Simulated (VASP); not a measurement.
# Ge3B2C3 (R3m) in VASP: a series of runs

Runs on Ge3B2C3. Level: PBE. Tasks: relaxation of cell and atoms.

Everything below comes from runs of VASP 6.6.1. Logs are shortened: lines on timing, memory, paths and dates and some standing lists are left out, and cuts for length are marked.

### Step 1. Starting point

It takes space group R3m (No. 160, trigonal). The conventional cell has a = 6.700 Å, b = 6.700 Å, c = 8.210 Å, α = 90.00°, β = 90.00°, γ = 120.00°. Ge (site symmetry m) is surrounded by 3 C at 2.05 Å and 1 B at 2.05 Å. B (site symmetry 3m) is surrounded by 3 C at 2.05 Å and 1 B at 2.05 Å. B (site symmetry 3m) has 3 Ge at 2.05 Å and 1 B at 2.05 Å as nearest neighbours. Around C (site symmetry m) lie 1 B at 2.05 Å and 3 Ge at 2.05 Å.

The cell was built by a generator and needn't be a form met in nature.

### Step 2. Relaxation of cell and atoms, PBE

The input, INCAR:

```
SYSTEM = Ge3B2C3
ALGO = Fast ; EDIFF = 1E-4
EDIFFG = -0.08 ; ENCUT = 520
GGA = PE ; IBRION = 2
ISIF = 3 ; ISMEAR = 0
LASPH = .TRUE. ; LCHARG = .FALSE.
LREAL = .FALSE. ; LWAVE = .FALSE.
NELM = 60 ; NSW = 24
PREC = Normal ; SIGMA = 0.15
```

The input, KPOINTS:

```
k-points
0
G
  4 4 4
  0 0 0
```

The input, POSCAR:

```
Ge3B2C3
1.0
    3.3500000000      1.9341234000      2.7366666700
   -3.3500000000      1.9341234000      2.7366666700
    0.0000000000     -3.8682468000      2.7366666700
Ge B C
3 2 3
Direct
    0.0000100000      0.5000000000      0.5000000000
    0.5000000000      0.0000100000      0.5000000000
    0.5000000000      0.5000000000      0.0000100000
    0.0000000000      0.0000000000      0.0000000000
    0.7500000000      0.7500000000      0.7500000000
    0.2500000000      0.2500000000      0.7500100000
    0.2500000000      0.7500100000      0.2500000000
    0.7500100000      0.2500000000      0.2500000000
```

Potentials or basis: VASP PAW PBE potentials, release 64 (Ge_d, B, C).

On the command line:

```bash
> cat potpaw_PBE.64/Ge_d/POTCAR potpaw_PBE.64/B/POTCAR potpaw_PBE.64/C/POTCAR > POTCAR
> mpirun -np 1 vasp_std > vasp.out
```

OUTCAR:

```text
SYSTEM = Ge3B2C3
   EDIFF = 1E-4
   EDIFFG = -0.08
   ENCUT = 520
   GGA = PE
   IBRION = 2
   ISIF = 3
   ISMEAR = 0
   LASPH = .TRUE.
   LREAL = .FALSE.
   NELM = 60
   NSW = 24
   PREC = Normal

 ion  position               nearest neighbor table
   1  0.000  0.500  0.500-   7 2.05   6 2.05   5 2.05   8 2.05
   2  0.500  0.000  0.500-   8 2.05   6 2.05   5 2.05   7 2.05
   3  0.500  0.500  0.000-   7 2.05   8 2.05   5 2.05   6 2.05
   4  0.000  0.000  0.000-   6 2.05   7 2.05   8 2.05   5 2.05
   5  0.750  0.750  0.750-   3 2.05   2 2.05   1 2.05   4 2.05
   6  0.250  0.250  0.750-   4 2.05   2 2.05   1 2.05   3 2.05
   7  0.250  0.750  0.250-   4 2.05   1 2.05   3 2.05   2 2.05
   8  0.750  0.250  0.250-   4 2.05   2 2.05   3 2.05   1 2.05

  LATTYP: Found a trigonal (rhomboedric) cell.
 ALAT       =     4.7384256657
 COS(alpha) =     0.0003419543

  Lattice vectors:

 A1 = (   3.3500000000,   1.9341234000,   2.7366666700)
 A2 = (  -3.3500000000,   1.9341234000,   2.7366666700)
 A3 = (   0.0000000000,  -3.8682468000,   2.7366666700)

Analysis of symmetry for initial positions (statically):
=====================================================================
 Subroutine PRICEL returns:
 Original cell was already a primitive cell.

 Routine SETGRP: Setting up the symmetry group for a
 trigonal (rhombohedral) supercell.

 Subroutine GETGRP returns: Found  6 space group operations
 (whereof  6 operations were pure point group operations)
 out of a pool of 12 trial point group operations.

The static configuration has the point symmetry C_3v.

Analysis of symmetry for dynamics (positions and initial velocities):
=====================================================================
 Subroutine PRICEL returns:
 Original cell was already a primitive cell.

 Routine SETGRP: Setting up the symmetry group for a
 trigonal (rhombohedral) supercell.

 Subroutine GETGRP returns: Found  6 space group operations
 (whereof  6 operations were pure point group operations)
 out of a pool of 12 trial point group operations.

The dynamic configuration has the point symmetry C_3v.

 Subroutine INISYM returns: Found  6 space group operations
 (whereof  6 operations are pure point group operations),
 and found     1 'primitive' translations

----------------------------------------------------------------------------------------

                                     Primitive cell

  volume of cell :     106.3903

  direct lattice vectors                    reciprocal lattice vectors
     3.350000000  1.934123400  2.736666670     0.149253731  0.086171682  0.121802680
    -3.350000000  1.934123400  2.736666670    -0.149253731  0.086171682  0.121802680
     0.000000000 -3.868246800  2.736666670     0.000000000 -0.172343364  0.121802680

  length of vectors
     4.738425666  4.738425666  4.738425663     0.211040583  0.211040583  0.211040583

  position of ions in fractional coordinates (direct lattice)
     0.000010000  0.500000000  0.500000000
     0.500000000  0.000010000  0.500000000
     0.500000000  0.500000000  0.000010000
     0.000000000  0.000000000  0.000000000
     0.750000000  0.750000000  0.750000000
     0.250000000  0.250000000  0.750010000
     0.250000000  0.750010000  0.250000000
     0.750010000  0.250000000  0.250000000

  ion indices of the primitive-cell ions
   primitive index   ion index
                 1           1
                 2           2
                 3           3
                 4           4
                 5           5
                 6           6
                 7           7
                 8           8

----------------------------------------------------------------------------------------

 KPOINTS: k-points

Automatic generation of k-mesh.
 Grid dimensions read from file:
 generate k-points for:    4    4    4

 Generating k-lattice:

  Cartesian coordinates                     Fractional coordinates (reciprocal lattice)
     0.037313433  0.021542921  0.030450670     0.250000000  0.000000000  0.000000000
    -0.037313433  0.021542921  0.030450670     0.000000000  0.250000000  0.000000000
     0.000000000 -0.043085841  0.030450670     0.000000000  0.000000000  0.250000000

  Length of vectors
     0.052760146  0.052760146  0.052760146

  Shift w.r.t. Gamma in fractional coordinates (k-lattice)
     0.000000000  0.000000000  0.000000000

 Subroutine IBZKPT returns following result:
 ===========================================

 Found     13 irreducible k-points:

 Following reciprocal coordinates:
            Coordinates               Weight
  0.000000  0.000000  0.000000      1.000000
  0.250000 -0.000000  0.000000      6.000000
  0.500000 -0.000000  0.000000      3.000000
  0.250000  0.250000  0.000000      6.000000
  0.500000  0.250000  0.000000     12.000000
 -0.250000  0.250000  0.000000      6.000000
  0.500000  0.500000  0.000000      3.000000
  0.250000  0.250000  0.250000      2.000000
  0.500000  0.250000  0.250000      6.000000
 -0.250000  0.250000  0.250000      6.000000
  0.500000  0.500000  0.250000      6.000000
 -0.250000  0.500000  0.250000      6.000000
  0.500000  0.500000  0.500000      1.000000
   k-points           NKPTS =     13   k-points in BZ     NKDIM =     13   number of bands    NBANDS=     36
   number of dos      NEDOS =    301   number of ions     NIONS =      8
   total plane-waves  NPLWV =  21952
   dimension x,y,z NGX =    28 NGY =   28 NGZ =   28
   dimension x,y,z NGXF=    56 NGYF=   56 NGZF=   56
   ions per type =               3   2   3
   NGX,Y,Z   is equivalent  to a cutoff of   9.82,  9.82,  9.82 a.u.
   NGXF,Y,Z  is equivalent  to a cutoff of  19.65, 19.65, 19.65 a.u.
 SYSTEM =  Ge3B2C3
   PREC   = normal    normal or accurate (medium, high low for compatibility)
   ISTART =      0    job   : 0-new  1-cont  2-samecut
   ICHARG =      2    charge: 1-file 2-atom 10-const
   ISPIN  =      1    spin polarized calculation?
   LNONCOLLINEAR =      F non collinear calculations
   LSORBIT =      F    spin-orbit coupling
   LASPH  =      T    aspherical Exc in radial PAW
   ENCUT  =  520.0 eV  38.22 Ry    6.18 a.u.   8.81  8.81  8.81*2*pi/ulx,y,z
   NELM   =     60;   NELMIN=  2; NELMDL= -5     # of ELM steps
   EDIFF  = 0.1E-03   stopping-criterion for ELM
   LREAL  =      F    real-space projection
   EDIFFG = -.8E-01   stopping-criterion for IOM
   NSW    =     24    number of steps for IOM
   IBRION =      2    ionic relax: 0-MD 1-quasi-New 2-CG
   NFREE  =      1    steps in history (QN), initial steepest desc. (CG)
   ISIF   =      3    stress and relaxation
   ISYM   =      2    0-nonsym 1-usesym 2-fastsym
   POTIM  = 0.5000    time-step for ionic-motion
   TEBEG  =    0.0;   TEEND  =   0.0 temperature during run
   PSTRESS=    0.0 pullay stress
   NELECT =      60.0000    total number of electrons
   NUPDOWN=      -1.0000    fix difference up-down
   EMIN   =  10.00;   EMAX   =-10.00  energy-range for DOS
   EFERMI =   0.00;   METHOD = LEGACY
   ISMEAR =     0;   SIGMA  =   0.15  broadening in eV -4-tet -1-fermi 0-gaus
   EFERMI_NEDOS =   21; number of points for ismear=-14 and -15
   IALGO  =     68    algorithm
   IMIX   =      4    mixing-type and parameters
     AMIX     =   0.40;   BMIX     =  1.00
     AMIX_MAG =   1.60;   BMIX_MAG =  1.00
  volume/ion in A,a.u.               =      13.30        89.74
  Fermi-wavevector in a.u.,A,eV,Ry     =   1.352564  2.555976 24.890903  1.829430
  Thomas-Fermi vector in A             =   2.479892
   LORBIT       =      0    0 simple, 1 ext, 2 COOP (PROOUT), +10 PAW based schemes
   GGA     = PE    functional components
   LHFCALC =     F    Hartree Fock is set to
   AEXX    =    0.0000 exact exchange contribution
   IVDW    =     0    specifies the selected vdW correction
   LEPSILON=     F    determine dielectric tensor
   LRPA    =     F    only Hartree local field effects (RPA)
 conjugate gradient relaxation of ions
 non-spin polarized calculation
 RMM-DIIS sequential band-by-band and
 Gauss-broadening in eV      SIGMA  =   0.15
  energy-cutoff  :      520.00
  volume of cell :      106.39
 maximum number of plane-waves:      2897
   NGX = 17   NGY = 17   NGZ = 17

--------------------------------------- Ionic step        1  -------------------------------------------

 number of electron      59.9999738 magnetization

 Free energy of the ion-electron system (eV)
  ---------------------------------------------------
  ext. energy  EPLUGINS =         0.00000000
  ---------------------------------------------------
  free energy    TOTEN  =       -47.50994462 eV

  energy without entropy =      -47.47770382  energy(sigma->0) =      -47.49382422

------------------------ aborting loop because EDIFF is reached ----------------------------------------

  FORCE on cell =-STRESS in cart. coord.  units (eV):
  Direction    XX          YY          ZZ          XY          YZ          ZX
  --------------------------------------------------------------------------------------
  -------------------------------------------------------------------------------------
  Total      -10.6063294    -10.6063294    -12.4192944      0.0000000      0.0000000      0.0000000
  in kB     -159.7252421   -159.7252418   -187.0274548      0.0000000      0.0000000      0.0000000
  external PRESSURE =    -168.8259795 kB  Pullay stress =       0.0000000 kB
[... 107 lines left out ...]
  FREE ENERGIE OF THE ION-ELECTRON SYSTEM (eV)
  ---------------------------------------------------
  free  energy   TOTEN  =       -49.1638695661 eV

  energy  without entropy=      -49.1397595481  energy(sigma->0) =      -49.15181456

[... ionic steps 4 to 8 ...]

--------------------------------------- Ionic step        9  -------------------------------------------

 number of electron      59.9999952 magnetization

------------------------ aborting loop because EDIFF is reached ----------------------------------------

  FORCE on cell =-STRESS in cart. coord.  units (eV):
  Direction    XX          YY          ZZ          XY          YZ          ZX
  --------------------------------------------------------------------------------------
  -------------------------------------------------------------------------------------
  Total        0.0446035      0.0446035      0.2078479     -0.0000000      0.0000000     -0.0000000
  in kB        0.8011854      0.8011854      3.7334482     -0.0000000      0.0000000     -0.0000000
  external PRESSURE =       1.7786063 kB  Pullay stress =       0.0000000 kB
[... 69 lines left out ...]
  energy  without entropy=      -49.8654056954  energy(sigma->0) =      -49.87767939

--------------------------------------- Ionic step       11  -------------------------------------------

 number of electron      59.9999941 magnetization

 Free energy of the ion-electron system (eV)
  ---------------------------------------------------
  ext. energy  EPLUGINS =         0.00000000
  ---------------------------------------------------
  free energy    TOTEN  =       -49.89290054 eV

  energy without entropy =      -49.86437887  energy(sigma->0) =      -49.87863971

 E-fermi :   6.1241     XC(G=0): -11.5420

 val. band max:        6.0696234737   @ k =   0.5000   0.2500   0.0000
 cond. band min:       6.2217001327   @ k =  -0.2500   0.2500   0.2500
 fundamental gap:      0.1520766589
 Fermi energy:         6.1240850638

 k-point     1 :       0.0000    0.0000    0.0000
  band No.  band energies     occupation
      1     -17.9412      2.00000
      2     -17.9412      2.00000
      3     -17.9379      2.00000
      4     -17.8905      2.00000
      5     -17.8441      2.00000
      6     -17.8441      2.00000
[... 531 lines left out ...]
  FREE ENERGIE OF THE ION-ELECTRON SYSTEM (eV)
  ---------------------------------------------------
  free  energy   TOTEN  =       -49.8929005412 eV

  energy  without entropy=      -49.8643788704  energy(sigma->0) =      -49.87863971

 reached required accuracy - stopping structural energy minimisation
```

It took 3.3 min on 1 thread of Intel Xeon Platinum 8259CL at 2.50GHz (Skylake/Cascade Lake), shared host; peak memory 0.18 GiB.

What came out:

| Item | Value |
| --- | --- |
| Free energy | -49.8929 eV |
| Relaxed volume | 11.23 Å³/atom |
| Relaxed cell | a = 4.480 Å, b = 4.480 Å, c = 4.480 Å, α = 88.55°, β = 88.55°, γ = 88.55° |
| Space group after relaxing (to 0.05 Å) | R3m (No. 160) |
| Energy gained by relaxing | 297.9 meV/atom |
| Ionic steps | 11 |
| Pressure after relaxing | -0.2 GPa |
| Largest force after relaxing | 0.063 eV/Å |
| Band gap on the k mesh | none (metal or under the smearing width) |

Forces on the atoms (eV/Å):
```
Ge   0.042  0.024  0.012
Ge  -0.042  0.024  0.012
Ge   0.000 -0.048  0.012
B    0.000  0.000  0.019
B    0.000  0.000 -0.020
C    0.000  0.062 -0.011
C    0.054 -0.031 -0.011
C   -0.054 -0.031 -0.011
```

Stress tensor (GPa, compression positive):
```
-0.10  0.00  0.00
 0.00 -0.10  0.00
 0.00  0.00 -0.49
```

Step by step:
| step | energy change (eV) | largest force (eV/Å) | pressure (GPa) | volume (Å³) |
| --- | --- | --- | --- | --- |
| 1 | 0.0000 | 2.1061 | -16.88 | 106.39 |
| 2 | -1.6424 | 2.2791 | 9.16 | 86.23 |
| 3 | -1.6539 | 2.2680 | 7.90 | 87.34 |
| 4 | -2.2094 | 0.7990 | 7.33 | 85.98 |
| 5 | -2.2405 | 0.7011 | 6.71 | 86.22 |
| 6 | -2.3306 | 0.4352 | -2.83 | 91.72 |
| 7 | -2.3525 | 0.3962 | -1.22 | 89.99 |
| 8 | -2.3747 | 0.2935 | -0.51 | 89.51 |
| 9 | -2.3799 | 0.2341 | 0.18 | 89.20 |
| 10 | -2.3800 | 0.2248 | 1.10 | 89.15 |
| 11 | -2.3830 | 0.0632 | -0.23 | 89.85 |

Final structure:
```
Ge B C
1.0
     3.12762    1.80573    2.65144
    -3.12762    1.80573    2.65144
     0.00000   -3.61146    2.65144
Ge B C
3 2 3
Direct
  0.99599 0.49036 0.49036
  0.49036 0.99599 0.49036
  0.49036 0.49036 0.99599
  0.00886 0.00886 0.00886
  0.78516 0.78516 0.78516
  0.22607 0.22607 0.77717
  0.22607 0.77717 0.22607
  0.77717 0.22607 0.22607
```

Caveat: the volume moved by over 15 % at a fixed basis, so the end points are rough; the relaxation stopped at a loose force limit of 0.08 eV/Å, so its end isn't a converged minimum.

### Step 3. Relaxation of cell and atoms, PBE

This run uses another cell than the first one, of the same volume but with other edges.

INCAR is that of step 2.

KPOINTS is that of step 2.

The input, POSCAR:

```
Ge3B2C3
1.0
    5.2000000000      0.0000000000      0.0000000000
   -2.6000000000      4.5033321000      0.0000000000
    0.0000000000      0.0000000000      4.5400000000
Ge B C
3 2 3
Direct
    0.5000000000      0.0000000000      0.5000000000
    0.5000000000      0.5000000000      0.5000000000
    0.0000000000      0.5000000000      0.5000000000
    0.6666666700      0.3333333300      0.0000000000
    0.3333333300      0.6666666700      0.0000000000
    0.0000000000      0.5000000000      0.0000000000
    0.5000000000      0.0000000000      0.0000000000
    0.5000000000      0.5000000000      0.0000000000
```

Potentials or basis: VASP PAW PBE potentials, release 64 (Ge_d, B, C).

On the command line:

```bash
> cat potpaw_PBE.64/Ge_d/POTCAR potpaw_PBE.64/B/POTCAR potpaw_PBE.64/C/POTCAR > POTCAR
> mpirun -np 1 vasp_std > vasp.out
```

It took 3.3 min on 1 thread of Intel Xeon Platinum 8259CL at 2.50GHz (Skylake/Cascade Lake), shared host; peak memory 0.19 GiB.

The run converged. Its results:

| Item | Value |
| --- | --- |
| Free energy | -47.1779 eV |
| Relaxed volume | 14.49 Å³/atom |
| Relaxed cell | a = 5.329 Å, b = 5.329 Å, c = 4.712 Å, α = 90.00°, β = 90.00°, γ = 120.00° |
| Space group after relaxing (to 0.05 Å) | P6/mmm (No. 191) |
| Energy gained by relaxing | 38.0 meV/atom |
| Ionic steps | 13 |
| Pressure after relaxing | -0.3 GPa |
| Band gap on the k mesh | none (metal or under the smearing width) |

Stress tensor (GPa, compression positive):
```
-0.50  0.00  0.00
 0.00 -0.50  0.00
 0.00  0.00  0.04
```

The path:
```csv
step,energy change (eV),largest force (eV/Å),pressure (GPa),volume (Å³)
1,0.0000,0.0000,10.84,106.31
2,-0.2066,0.0000,-3.87,120.76
3,-0.2875,0.0000,-0.46,115.36
4,-0.2867,0.0000,2.80,114.89
5,-0.2873,0.0000,-1.06,115.17
6,-0.2871,0.0000,2.37,113.70
7,-0.2937,0.0000,0.97,114.51
8,-0.2937,0.0000,2.07,114.37
9,-0.2937,0.0000,0.98,114.45
10,-0.2937,0.0000,1.67,114.40
11,-0.2988,0.0000,1.06,115.07
12,-0.2993,0.0000,1.25,114.87
13,-0.3036,0.0000,-0.32,115.89
```

Final structure:
```cif
data_structure
_symmetry_space_group_name_H-M 'P 1'
_symmetry_Int_Tables_number 1
_cell_length_a 5.3291
_cell_length_b 5.3291
_cell_length_c 4.7122
_cell_angle_alpha 90.000
_cell_angle_beta 90.000
_cell_angle_gamma 120.000
_cell_volume 115.89
loop_
_atom_site_label
_atom_site_type_symbol
_atom_site_fract_x
_atom_site_fract_y
_atom_site_fract_z
_atom_site_occupancy
Ge1 Ge 0.50000 0.00000 0.50000 1
Ge2 Ge 0.50000 0.50000 0.50000 1
Ge3 Ge 0.00000 0.50000 0.50000 1
B1 B 0.66667 0.33333 0.00000 1
B2 B 0.33333 0.66667 0.00000 1
C1 C 0.00000 0.50000 0.00000 1
C2 C 0.50000 0.00000 0.00000 1
C3 C 0.50000 0.50000 0.00000 1
```

Levels at points of the mesh, in eV from the Fermi level:
```csv
k point,band 28,band 29,band 30,band 31,band 32,band 33
"(0.00, 0.00, 0.00)",-2.75,-1.64,-1.64,-0.13,0.90,0.90
"(0.50, 0.00, 0.00)",-2.83,-0.98,-0.86,0.86,2.54,2.82
"(0.00, 0.00, 0.50)",-1.85,0.06,0.06,0.88,2.25,2.25
"(0.50, 0.00, 0.50)",-0.53,-0.46,0.83,1.37,1.44,1.83
```

Caveat: the relaxation stopped at a loose force limit of 0.08 eV/Å, so its end isn't a converged minimum.

(Continued in part 2 of 2.)
